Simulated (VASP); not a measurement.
OSZICAR of a VASP run on C (graphite):

OSZICAR:
```
       N       E                     dE             d eps       ncg     rms          rms(c)
DAV:   1     0.519454477166E+02    0.51945E+02   -0.94304E+03  1008   0.145E+03
DAV:   2    -0.369566535751E+02   -0.88902E+02   -0.81702E+02  1396   0.244E+02
DAV:   3    -0.408107615757E+02   -0.38541E+01   -0.38237E+01  1308   0.508E+01
DAV:   4    -0.408529051325E+02   -0.42144E-01   -0.42084E-01  1252   0.612E+00
DAV:   5    -0.408536742878E+02   -0.76916E-03   -0.76901E-03  1260   0.787E-01    0.929E+00
DAV:   6    -0.390094278014E+02    0.18442E+01   -0.17938E+00  1160   0.953E+00    0.539E+00
DAV:   7    -0.384357619595E+02    0.57367E+00   -0.18422E+00  1188   0.982E+00    0.135E+00
DAV:   8    -0.384378874236E+02   -0.21255E-02   -0.50722E-02  1160   0.157E+00    0.857E-02
DAV:   9    -0.384378317248E+02    0.55699E-04   -0.76183E-04  1268   0.240E-01    0.490E-02
DAV:  10    -0.384378845691E+02   -0.52844E-04   -0.48980E-05  1220   0.639E-02    0.178E-02
DAV:  11    -0.384378837190E+02    0.85015E-06   -0.41456E-06  1252   0.174E-02
   1 F= -.34647289E+02 E0= -.34647289E+02  d E =-.346473E+02
       N       E                     dE             d eps       ncg     rms          rms(c)
DAV:   1    -0.382140098781E+02    0.22387E+00   -0.28152E+00  1080   0.172E+01    0.154E+00
DAV:   2    -0.381711914214E+02    0.42818E-01   -0.68902E-02  1184   0.214E+00    0.844E-01
DAV:   3    -0.381563170180E+02    0.14874E-01   -0.41543E-02  1108   0.150E+00    0.115E-01
DAV:   4    -0.381562830762E+02    0.33942E-04   -0.59302E-04  1248   0.209E-01    0.850E-02
DAV:   5    -0.381562259826E+02    0.57094E-04   -0.35163E-05  1188   0.647E-02    0.803E-03
DAV:   6    -0.381562263365E+02   -0.35387E-06   -0.12929E-06  1016   0.976E-03
   2 F= -.34612155E+02 E0= -.34612155E+02  d E =0.351338E-01
       N       E                     dE             d eps       ncg     rms          rms(c)
DAV:   1    -0.383855012433E+02   -0.22928E+00   -0.10043E+00  1088   0.101E+01    0.921E-01
DAV:   2    -0.383698690977E+02    0.15632E-01   -0.23025E-02  1184   0.125E+00    0.507E-01
DAV:   3    -0.383643290402E+02    0.55401E-02   -0.15745E-02  1120   0.906E-01    0.661E-02
DAV:   4    -0.383643108941E+02    0.18146E-04   -0.22254E-04  1252   0.125E-01    0.471E-02
DAV:   5    -0.383642830652E+02    0.27829E-04   -0.11878E-05  1180   0.391E-02    0.360E-03
DAV:   6    -0.383642829110E+02    0.15425E-06   -0.22451E-07   820   0.426E-03
   3 F= -.34671837E+02 E0= -.34671837E+02  d E =-.245488E-01
       N       E                     dE             d eps       ncg     rms          rms(c)
DAV:   1    -0.384010242095E+02   -0.36741E-01   -0.32468E+00  1008   0.153E+01    0.122E+00
DAV:   2    -0.383406863633E+02    0.60338E-01   -0.78160E-02  1116   0.226E+00    0.645E-01
DAV:   3    -0.383171197853E+02    0.23567E-01   -0.72755E-02  1188   0.195E+00    0.160E-01
DAV:   4    -0.383171099829E+02    0.98025E-05   -0.13611E-03  1184   0.291E-01    0.121E-01
DAV:   5    -0.383169965574E+02    0.11343E-03   -0.23571E-04  1164   0.140E-01    0.803E-03
DAV:   6    -0.383169973722E+02   -0.81481E-06   -0.27874E-06  1164   0.164E-02
   4 F= -.34704431E+02 E0= -.34704431E+02  d E =-.325936E-01
       N       E                     dE             d eps       ncg     rms          rms(c)
DAV:   1    -0.383356611909E+02   -0.18665E-01   -0.32923E+00  1008   0.154E+01    0.123E+00
DAV:   2    -0.382753996696E+02    0.60262E-01   -0.77489E-02  1144   0.226E+00    0.652E-01
DAV:   3    -0.382518853886E+02    0.23514E-01   -0.71696E-02  1172   0.194E+00    0.162E-01
DAV:   4    -0.382518497342E+02    0.35654E-04   -0.11068E-03  1200   0.285E-01    0.121E-01
DAV:   5    -0.382517385897E+02    0.11114E-03   -0.20733E-04  1144   0.133E-01    0.732E-03
DAV:   6    -0.382517391715E+02   -0.58175E-06   -0.31953E-06  1172   0.169E-02
   5 F= -.34718449E+02 E0= -.34718449E+02  d E =-.466113E-01
       N       E                     dE             d eps       ncg     rms          rms(c)
DAV:   1    -0.382408579264E+02    0.10881E-01   -0.10210E-01  1016   0.270E+00    0.217E-01
DAV:   2    -0.382389578449E+02    0.19001E-02   -0.23814E-03  1160   0.400E-01    0.116E-01
DAV:   3    -0.382382128410E+02    0.74500E-03   -0.23011E-03  1168   0.349E-01    0.291E-02
DAV:   4    -0.382382129405E+02   -0.99429E-07   -0.33538E-05  1220   0.506E-02    0.252E-02
DAV:   5    -0.382382078679E+02    0.50726E-05   -0.97119E-06  1136   0.277E-02    0.274E-03
DAV:   6    -0.382382079897E+02   -0.12182E-06   -0.31301E-07   624   0.512E-03
   6 F= -.34718742E+02 E0= -.34718742E+02  d E =-.469046E-01
```

Problem. Which electronic solver shows in the log?

Solution. It is blocked Davidson (ALGO = Normal, or the opening steps of other solvers). The INCAR had ALGO = Normal.

Problem. Can the final energy be trusted as converged?

Solution. Self-consistency was reached. It stopped with EDIFF = 1E-6, NELM = 100, NSW = 40 and EDIFFG = -0.02 after 6 ionic steps (PBEsol GGA, plane waves, VASP's PBE PAW potentials (set 64)). Energy and stress use the plane-wave basis of the starting cell. Without a dispersion term in the relaxation, distances and binding between the weakly bound layers, chains or molecules are unreliable, and so is what depends on them.

The compound is C in the graphite structure. This run relaxes it under an external pressure of 20 GPa. Symmetry was kept, so distortions that lower it aren't found.
